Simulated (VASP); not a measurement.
Consider the following.

```
RhN
1.0
    0.00000     2.27120     2.27120
    2.27120     0.00000     2.27120
    2.27120     2.27120     0.00000
Rh N
1 1
Cartesian
  0.00000   0.00000   0.00000
  1.13560   1.13560   1.13560
```

All values below come from PBEsol GGA, VASP's PBE PAW potentials (set 64) (plane waves; VASP). Run with 520 eV cut-off, Gaussian smearing of 0.050 eV, potentials Rh_pv N.

**Question.** Give the energies of bands 5 to 13 at the high-symmetry points, in eV from the Fermi level.

**Answer.** 
| band | Γ | X | U | L | W |
|---|---|---|---|---|---|
| 5 | -7.53 | -8.25 | -7.70 | -6.90 | -7.44 |
| 6 | -7.53 | -5.29 | -5.82 | -6.90 | -6.01 |
| 7 | -7.53 | -5.29 | -5.23 | -6.87 | -5.42 |
| 8 | -2.89 | -3.60 | -4.12 | -2.46 | -3.42 |
| 9 | -2.89 | -2.06 | -2.59 | -2.46 | -3.01 |
| 10 | 1.10 | -0.84 | -1.42 | -1.91 | -1.62 |
| 11 | 3.32 | -0.55 | 0.08 | 1.59 | -0.59 |
| 12 | 3.32 | -0.55 | 0.56 | 1.59 | 1.11 |
| 13 | 3.32 | 7.82 | 8.54 | 6.06 | 9.08 |

It has no gap at this level: it comes out as a metal or semimetal.

The structure was generated: RhN was put into the zinc blende type (F-43m), which need not be its known phase. It was relaxed first, which changed the volume by -21 %.
